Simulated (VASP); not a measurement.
Given:

```yaml
crystal:
  lattice:
    - [1.78627, -3.09391, 0.00000]
    - [1.78627, 3.09391, 0.00000]
    - [0.00000, 0.00000, 6.05655]
  atoms:
    - { symbol: Pt, position: [0.00000, 0.00000, 0.00000] }
    - { symbol: S, position: [0.33333, 0.66667, 0.20263] }
    - { symbol: S, position: [0.66667, 0.33333, 0.79737] }
```

All values below come from PBE GGA, VASP's PBE PAW potentials (set 64) (plane waves; VASP). Run with 520 eV cut-off, Gaussian smearing of 0.050 eV, potentials Pt S.

Without a dispersion term in the relaxation, distances and binding between the weakly bound layers, chains or molecules are unreliable, and so is what depends on them. Unless said otherwise, spin-orbit coupling is left out, though it shifts the bands of the heavy elements here.

Question: Estimate the band gap (along the path) with the smallest direct gap where there is one.

Answer: 
```json
{
  "band gap (along the path)": "1.51 eV",
  "smallest direct gap (along the path)": "1.71 eV"
}
```

The absolute energy has meaning only against runs of the same code, potentials and settings.

The compound is PtS2 in the 1T layered structure. It was relaxed first, which changed the volume by +22 %.
